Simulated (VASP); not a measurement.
Consider the following.

```yaml
crystal:
  lattice:
    - [0.00000, 2.94278, 2.94278]
    - [2.94278, 0.00000, 2.94278]
    - [2.94278, 2.94278, 0.00000]
  atoms:
    - { symbol: Cd, position: [0.00000, 0.00000, 0.00000] }
    - { symbol: S, position: [0.75000, 0.75000, 0.75000] }
```

These are r2SCAN meta-GGA, VASP's PBE PAW potentials (set 64) (plane waves; VASP) values and carry that method's errors. Numerical set-up: 480 eV cut-off, 7×7×7 Γ-centred mesh, Gaussian smearing of 0.050 eV, potentials Cd S.

Question: Estimate the energy per atom (σ→0), band gap (on the k-mesh) with the smallest direct gap where there is one.

Answer: 
```
Quantity                                       Value
-----------------------------------  ---------------
band gap (on the k-mesh)                     1.53 eV
smallest direct gap (on the k-mesh)          1.53 eV
energy per atom (σ→0)                -14.843 eV/atom
```

Only differences to runs with the same potentials and settings are physical.

The compound is CdS in the zinc blende structure, a metastable form; wurtzite is the usual one. It was relaxed first. The start is the result of an earlier pass.
